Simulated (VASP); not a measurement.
Data:

```
CELL_PARAMETERS angstrom
      4.11428     0.00000     0.00000
      0.00000     4.11428     0.00000
      0.00000     0.00000     4.11428
ATOMIC_POSITIONS crystal
  Ba 0.00000 0.00000 0.00000
  Zr 0.50000 0.50000 0.50000
  O  0.50000 0.00000 0.50000
  O  0.00000 0.50000 0.50000
  O  0.50000 0.50000 0.00000
```

All values below come from PBEsol GGA, VASP's PBE PAW potentials (set 64) (plane waves; VASP 6.6.1). Run with 620 eV cut-off, 6×6×6 Γ-centred mesh, Gaussian smearing of 0.050 eV, potentials Ba_sv Zr_sv O.

Energy and stress use the plane-wave basis of the starting cell.

**Question.** The ions, cell shape and volume at an external pressure of 20.0 GPa are relaxed. Give the cell that the relaxation ends in.

**Answer.** 
```
CELL_PARAMETERS angstrom
      4.05386     0.00000     0.00000
      0.00000     4.05386     0.00000
      0.00000     0.00000     4.05386
ATOMIC_POSITIONS crystal
  Ba 0.00000 0.00000 0.00000
  Zr 0.50000 0.50000 0.50000
  O  0.50000 0.00000 0.50000
  O  0.00000 0.50000 0.50000
  O  0.50000 0.50000 0.00000
```
Space group Pm-3m (221), at a tolerance of 0.03 Å.

**Question.** How do energy and volume change from the first to the last step?

**Answer.** The energy (σ→0) changes by +55.8 meV/atom and the volume by -4.3 %, in 4 ionic steps.

| step | E(σ→0) (eV) | max force (eV/Å) | pressure (GPa) | volume (Å³) |
|---|---|---|---|---|
| 1 | -43.5090 | 0.000 | 9.95 | 69.64 |
| 2 | -42.1628 | 0.000 | 44.85 | 61.20 |
| 3 | -43.2394 | 0.000 | 19.70 | 66.69 |
| 4 | -43.2302 | 0.000 | 19.97 | 66.62 |

The compound is BaZrO3 in the cubic perovskite structure. This run relaxes it under an external pressure of 20 GPa. Symmetry was kept, so distortions that lower it aren't found.
